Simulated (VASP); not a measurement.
Level of theory: RPBE GGA, VASP's PBE PAW potentials (set 64) (plane waves; VASP 6.6.1).

VASP input:

### KPOINTS
```
K-points
0
G
  8 8 8
0 0 0
```

### INCAR
```
LMAXMIX=4   ! l cut-off of mixed one-centre charges
LREAL=F
SYSTEM=CdS
LCHARG=F
NELM=100   ! most electronic steps
SIGMA=0.05   ! width (eV)
GGA=RP
LASPH=T   ! aspherical one-centre terms
ENCUT=520
ISIF=2
ALGO=Normal
LWAVE=F
EDIFF=1E-7
ISMEAR=0   ! Gaussian
PREC=Accurate
```

File POSCAR:
```
CdS
1
    0.0000000000     3.0374255244     3.0374255244
    3.0374255244     0.0000000000     3.0374255244
    3.0374255244     3.0374255244     0.0000000000
Cd S
1 1
Direct
  0.0000000000   0.0000000000   0.0000000000
  0.2500000000   0.2500000000   0.2500000000
```

POTCAR, in this order: Cd S (PBE.64 set). Program: vasp_std.

Question: Estimate the energy per atom (σ→0), pressure, band gap (on the k-mesh).

Answer: 
The energy per atom (σ→0) is -2.761 eV/atom, the band gap (on the k-mesh) is 1.06 eV and the pressure is -1.25 GPa.

File OSZICAR:
```
...
DAV:   9    -0.552092315301E+01   -0.51861E-03   -0.25070E-03   854   0.712E-01    0.785E-02
DAV:  10    -0.552144095328E+01   -0.51780E-03   -0.50517E-04   784   0.195E-01    0.990E-02
DAV:  11    -0.552171562297E+01   -0.27467E-03   -0.58700E-04   754   0.179E-01    0.304E-02
DAV:  12    -0.552170477092E+01    0.10852E-04   -0.30939E-05   864   0.743E-02    0.957E-03
DAV:  13    -0.552171045148E+01   -0.56806E-05   -0.11363E-05   764   0.219E-02    0.127E-02
DAV:  14    -0.552171077389E+01   -0.32240E-06   -0.13361E-06   794   0.872E-03    0.666E-03
DAV:  15    -0.552171077108E+01    0.28037E-08   -0.42101E-08   640   0.159E-03
   1 F= -.55217108E+01 E0= -.55217108E+01  d E =-.556189E-12
```

The compound is CdS in the zinc blende structure, a metastable form; wurtzite is the usual one. This cell is one point of a volume scan, at 1.03 of the reference volume.
